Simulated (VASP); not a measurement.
A convergence study with VASP on KI (rock salt): one setting is varied, all else stays as given below, so the limit is that of these other settings. Each run relaxes cell and ions from the cell shown. The basis is that of the starting cell, so low cut-offs carry a Pulay error.

```
KI
1.0
    0.00000     3.53500     3.53500
    3.53500     0.00000     3.53500
    3.53500     3.53500     0.00000
K I
1 1
Cartesian
  0.00000   0.00000   0.00000
  3.53500   3.53500   3.53500
```

All values below come from PBE GGA, VASP's PBE PAW potentials (set 64) (plane waves; VASP 6.6.1). The tightest run used: 700 eV cut-off, 5×5×5 Γ-centred mesh, Gaussian smearing of 0.050 eV, potentials K_sv I.

Unless said otherwise, spin-orbit coupling is left out, though it shifts the bands of the heavy elements here. Gaps are read on the run's mesh, which can miss a band edge.

The settings run are ENCUT = 150; ENCUT = 200; ENCUT = 250; ENCUT = 300; ENCUT = 350; ENCUT = 400; ENCUT = 450; ENCUT = 500; ENCUT = 550; ENCUT = 600; ENCUT = 650; ENCUT = 700. From which on does the relaxed volume stay within 0.1 Å³/atom of the tightest run?

From ENCUT = 400 on: it is off by 0.077 there and by no more than 0.1 in any finer run, while ENCUT = 350 is off by 0.300.
| setting | relaxed volume (Å³/atom) | E (eV/atom) | gap on the mesh (eV) | plane waves | difference judged (Å³/atom) |
|---|---|---|---|---|---|
| ENCUT = 150 | 36.203 | -3.0060 | 4.590 | 377 | 10.261 |
| ENCUT = 200 | 44.080 | -2.7853 | 4.002 | 572 | 2.383 |
| ENCUT = 250 | 46.192 | -2.7817 | 3.861 | 821 | 0.272 |
| ENCUT = 300 | 45.955 | -2.7808 | 3.870 | 1055 | 0.508 |
| ENCUT = 350 | 46.164 | -2.7815 | 3.860 | 1363 | 0.300 |
| ENCUT = 400 | 46.387 | -2.7823 | 3.849 | 1639 | 0.077 |
| ENCUT = 450 | 46.435 | -2.7824 | 3.846 | 1936 | 0.028 |
| ENCUT = 500 | 46.415 | -2.7823 | 3.847 | 2253 | 0.049 |
| ENCUT = 550 | 46.414 | -2.7824 | 3.847 | 2637 | 0.049 |
| ENCUT = 600 | 46.436 | -2.7825 | 3.846 | 2964 | 0.027 |
| ENCUT = 650 | 46.458 | -2.7826 | 3.845 | 3383 | 0.006 |
| ENCUT = 700 | 46.464 | -2.7826 | 3.845 | 3727 | 0.000 |

Left out are rungs that failed or repeat a setting and relaxations that didn't move; long series are thinned to 24 rows.

The compound is KI in the rock salt structure.
